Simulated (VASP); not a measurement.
Output of a VASP run:

**OUTCAR**
```
 ion  position               nearest neighbor table
   1  0.333  0.667  0.250-   2 3.23   2 3.23   2 3.23   2 3.23   2 3.23   2 3.23
   2  0.667  0.333  0.750-   1 3.23   1 3.23   1 3.23   1 3.23   1 3.23   1 3.23
  LATTYP: Found a hexagonal cell.
 ALAT       =     2.9585478369
 C/A-ratio  =     1.8514028230
 Subroutine PRICEL returns:
 Original cell was already a primitive cell.
 Subroutine GETGRP returns: Found 24 space group operations
The static configuration has the point symmetry D_3d.
 The point group associated with its full space group is D_6h.
The dynamic configuration has the point symmetry D_3d.
 Subroutine INISYM returns: Found 24 space group operations
 Subroutine IBZKPT returns following result:
 Found     84 irreducible k-points:

 Following reciprocal coordinates:
            Coordinates               Weight
  0.000000  0.000000  0.000000      1.000000
  0.076923  0.000000  0.000000      6.000000
  0.153846  0.000000  0.000000      6.000000
  0.230769  0.000000  0.000000      6.000000
  0.307692  0.000000  0.000000      6.000000
  0.384615  0.000000  0.000000      6.000000
  0.461538  0.000000  0.000000      6.000000
  0.076923  0.076923  0.000000      6.000000
  0.153846  0.076923  0.000000     12.000000
  0.230769  0.076923  0.000000     12.000000
  0.307692  0.076923  0.000000     12.000000
  0.384615  0.076923  0.000000     12.000000
  0.461538  0.076923  0.000000      6.000000
  0.153846  0.153846  0.000000      6.000000
  0.230769  0.153846  0.000000     12.000000
  0.307692  0.153846  0.000000     12.000000
  0.384615  0.153846  0.000000     12.000000
  0.230769  0.230769  0.000000      6.000000
  0.307692  0.230769  0.000000     12.000000
  0.384615  0.230769  0.000000      6.000000
  0.307692  0.307692  0.000000      6.000000
  0.000000  0.000000  0.166667      2.000000
  0.076923  0.000000  0.166667     12.000000
  0.153846  0.000000  0.166667     12.000000
  0.230769  0.000000  0.166667     12.000000
  0.307692  0.000000  0.166667     12.000000
  0.384615  0.000000  0.166667     12.000000
  0.461538  0.000000  0.166667     12.000000
  0.076923  0.076923  0.166667     12.000000
  0.153846  0.076923  0.166667     24.000000
  0.230769  0.076923  0.166667     24.000000
  0.307692  0.076923  0.166667     24.000000
  0.384615  0.076923  0.166667     24.000000
  0.461538  0.076923  0.166667     12.000000
  0.153846  0.153846  0.166667     12.000000
  0.230769  0.153846  0.166667     24.000000
  0.307692  0.153846  0.166667     24.000000
  0.384615  0.153846  0.166667     24.000000
  0.230769  0.230769  0.166667     12.000000
  0.307692  0.230769  0.166667     24.000000
   k-points           NKPTS =     84   k-points in BZ     NKDIM =     84   number of bands    NBANDS=     16
   number of dos      NEDOS =    301   number of ions     NIONS =      2
   total plane-waves  NPLWV =  14400
   dimension x,y,z NGX =    20 NGY =   20 NGZ =   36
   dimension x,y,z NGXF=    40 NGYF=   40 NGZF=   72
   ions per type =               2
   PREC   = accura    normal or accurate (medium, high low for compatibility)
   ISTART =      0    job   : 0-new  1-cont  2-samecut
   ICHARG =      2    charge: 1-file 2-atom 10-const
   ISPIN  =      1    spin polarized calculation?
   LNONCOLLINEAR =      F non collinear calculations
   LSORBIT =      F    spin-orbit coupling
   INIWAV =      1    electr: 0-lowe 1-rand  2-diag
   ENCUT  =  400.0 eV  29.40 Ry    5.42 a.u.   4.82  4.82  8.93*2*pi/ulx,y,z
   NELM   =    100;   NELMIN=  2; NELMDL= -5     # of ELM steps
   EDIFF  = 0.1E-05   stopping-criterion for ELM
   LREAL  =      F    real-space projection
   NLSPLINE    = F    spline interpolate recip. space projectors
   LMAXMIX     =    4 max onsite mixed and CHGCAR
   VOSKOWN=      0    Vosko Wilk Nusair interpolation
   EDIFFG = -.1E-01   stopping-criterion for IOM
   NSW    =     60    number of steps for IOM
...
```

File OSZICAR:
```
       N       E                     dE             d eps       ncg     rms          rms(c)
DAV:   1     0.141988721344E+03    0.14199E+03   -0.11684E+04  2704   0.125E+03
DAV:   2     0.121239809352E+00   -0.14187E+03   -0.13966E+03  2768   0.345E+02
DAV:   3    -0.259814594543E+01   -0.27194E+01   -0.27170E+01  3424   0.573E+01
DAV:   4    -0.260096568426E+01   -0.28197E-02   -0.28197E-02  3128   0.155E+00
DAV:   5    -0.260097293963E+01   -0.72554E-05   -0.72555E-05  3344   0.761E-02    0.494E+00
DAV:   6    -0.242647817499E+01    0.17449E+00   -0.47811E-01  2824   0.927E+00    0.387E+00
DAV:   7    -0.241286202069E+01    0.13616E-01   -0.39303E-02  3136   0.204E+00    0.200E+00
DAV:   8    -0.241079639519E+01    0.20656E-02   -0.34637E-03  2992   0.869E-01    0.104E-01
DAV:   9    -0.241080996181E+01   -0.13567E-04   -0.25315E-05  3400   0.618E-02    0.450E-02
DAV:  10    -0.241082728380E+01   -0.17322E-04   -0.14140E-05  3048   0.463E-02    0.324E-03
DAV:  11    -0.241082757737E+01   -0.29357E-06   -0.10565E-07  1736   0.333E-03
   1 F= -.24108276E+01 E0= -.24108477E+01  d E =-.241083E+01
       N       E                     dE             d eps       ncg     rms          rms(c)
DAV:   1    -0.241481956790E+01   -0.39923E-02   -0.76418E-02  2712   0.373E+00    0.444E-01
DAV:   2    -0.241116609180E+01    0.36535E-02   -0.10127E-02  2744   0.143E+00    0.135E-01
DAV:   3    -0.241093757743E+01    0.22851E-03   -0.47601E-04  3208   0.260E-01    0.109E-01
DAV:   4    -0.241089234675E+01    0.45231E-04   -0.49419E-05  2960   0.578E-02    0.909E-03
DAV:   5    -0.241089264719E+01   -0.30044E-06   -0.11804E-06  2440   0.125E-02
   2 F= -.24108926E+01 E0= -.24108985E+01  d E =-.650698E-04
```

OUTCAR:
```
------------------------ aborting loop because EDIFF is reached ----------------------------------------
  FORCE on cell =-STRESS in cart. coord.  units (eV):
  Direction    XX          YY          ZZ          XY          YZ          ZX
  --------------------------------------------------------------------------------------
  Total        0.0059411      0.0059411     -0.0178415      0.0000000      0.0000000      0.0000000
  in kB        0.2300636      0.2300636     -0.6908954      0.0000000      0.0000000      0.0000000
  external PRESSURE =      -0.0769227 kB  Pullay stress =       0.0000000 kB
  volume of cell :       41.37
      direct lattice vectors                 reciprocal lattice vectors
     1.477723408 -2.559492311  0.000000000     0.338358313 -0.195351241 -0.000000000
     1.477723408  2.559492311  0.000000000     0.338358313  0.195351241 -0.000000000
     0.000000000  0.000000000  5.469575045     0.000000000  0.000000000  0.182829560
 POSITION                                       TOTAL-FORCE (eV/Angst)
 -----------------------------------------------------------------------------------
      1.47772      0.85317      1.36739        -0.000000      0.000000      0.000000
      1.47772     -0.85317      4.10218         0.000000     -0.000000      0.000000
 -----------------------------------------------------------------------------------
    total drift:                                0.000014      0.000187      0.000002
  FREE ENERGIE OF THE ION-ELECTRON SYSTEM (eV)
  ---------------------------------------------------
  free  energy   TOTEN  =        -2.4108926472 eV

  energy  without entropy=       -2.4109102092  energy(sigma->0) =       -2.41089850

 reached required accuracy - stopping structural energy minimisation
```
(Selected blocks of OUTCAR.)

### POSCAR
```
Cd
1
    1.4792737928    -2.5621776576     0.0000000000
    1.4792737928     2.5621776576     0.0000000000
    0.0000000000     0.0000000000     5.4774638171
Cd
2
Direct
  0.3333330000   0.6666670000   0.2500000000
  0.6666670000   0.3333330000   0.7500000000
```

Problem. Reconstruct the remaining input files.

Solution. One answer among several that fit: the input of the run itself, PBEsol GGA, plane waves, VASP's PBE PAW potentials (set 64).

**INCAR**
```
PREC = Accurate
LREAL = .FALSE.   # projection in real space or not
ISMEAR = 1   # Methfessel-Paxton
ENCUT = 400   # plane-wave cut-off (eV)
SIGMA = 0.1
LMAXMIX = 4   # l cut-off of mixed one-centre charges
LCHARG = .FALSE.
IBRION = 2   # conjugate gradients
LWAVE = .FALSE.
EDIFFG = -0.01   # ionic stop
LASPH = .TRUE.   # aspherical one-centre terms
EDIFF = 1E-6   # SCF stop (eV)
ALGO = Normal
NSW = 60   # most ionic steps
SYSTEM = Cd
NELM = 100   # most electronic steps
ISIF = 3   # ions, shape and volume
GGA = PS
```

### KPOINTS
```
Automatic mesh
0
Gamma
13 13 6
0 0 0
```

POTCAR, in this order: Cd (PBE.64 set). Program: vasp_std.

The compound is Cd in the hcp structure. This run relaxes it. Symmetry was kept, so distortions that lower it aren't found. The start is the result of an earlier pass.
